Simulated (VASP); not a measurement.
An input for Ansatz (written as the equivalent of a VASP run, and not itself run):

Ansatz 0.2 input:
```yaml
crystal:
  lattice:
    - [0.0000000, 2.8357325, 2.8357325]
    - [2.8357325, 0.0000000, 2.8357325]
    - [2.8357325, 2.8357325, 0.0000000]
  atoms:
    - { symbol: Ge, position: [0.0000000, 0.0000000, 0.0000000] }
    - { symbol: Ge, position: [0.2500000, 0.2500000, 0.2500000] }
kpoints:
  mp_grid: { grid: [11, 11, 11] }
hamiltonian:
  xc: pbesol
  pseudopotentials: { kind: paw }
scf:
  occupations: { method: methfessel_paxton, width: 0.1 }
  max_iter: 100
relax:
  max_steps: 40
  f_tol: 0.02
  cell: {}
output: { forces: true, stress: true, eigenvalues: true }
```

Translate this input to VASP (INCAR, KPOINTS, POSCAR, choice of POTCAR).

One answer among several that fit: 
**INCAR**
```
# general
SYSTEM   =  Ge
PREC     =  Accurate
ENCUT    =  500
LREAL    =  .FALSE.
LASPH    =  .TRUE.

# electronic loop
EDIFF    =  1E-6   # SCF stop (eV)
NELM     =  100   # most electronic steps
ALGO     =  Normal   # blocked Davidson
LMAXMIX  =  4   # l cut-off of mixed one-centre charges

# smearing
ISMEAR   =  1   # Methfessel-Paxton
SIGMA    =  0.1   # width (eV)

# functional
GGA      =  PS

# ions
IBRION   =  2
NSW      =  40   # most ionic steps
ISIF     =  3   # ions, shape and volume
EDIFFG   =  -0.02

# output
LWAVE    =  .FALSE.
LCHARG   =  .FALSE.
```

**POSCAR**
```
Ge
1
   -0.0000000000     2.8357325313     2.8357325313
    2.8357325313     0.0000000000     2.8357325313
    2.8357325313     2.8357325313     0.0000000000
Ge
2
Direct
  0.0000000000   0.0000000000   0.0000000000
  0.2500000000   0.2500000000   0.2500000000
```

**KPOINTS**
```
Automatic mesh
0
Gamma
11 11 11
0 0 0
```

POTCAR, in this order: Ge_d (PBE.64 set). Program: vasp_std.

Limits of the translation: each code has its own PAW files, so the cut-off isn't converted (ENCUT is set for VASP's; basis.ecutwfc is left out, and Ansatz then takes the one that its files recommend); Ansatz stops its SCF on the density residual and VASP on the energy change (EDIFF).

The compound is Ge in the diamond structure. It was relaxed first.
